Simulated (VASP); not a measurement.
Input:

```
CELL_PARAMETERS angstrom
      0.00000     2.39784     2.39784
      2.39784     0.00000     2.39784
      2.39784     2.39784     0.00000
ATOMIC_POSITIONS crystal
  Y  0.00000 0.00000 0.00000
  N  0.50000 0.50000 0.50000
```

The numbers are results of optB88-vdW, VASP's PBE PAW potentials (set 64) (plane waves; VASP), not measurements. Run with 520 eV cut-off, 9×9×9 Γ-centred mesh, Gaussian smearing of 0.050 eV, potentials Y_sv N.

**Question.** Estimate the energy per atom (σ→0), pressure.

**Answer.** 
```yaml
energy per atom (σ→0): -7.316 eV/atom
pressure: 116.0 kbar
```

The compound is YN in the rock salt structure. This cell is one point of a volume scan, at 0.94 of the reference volume.
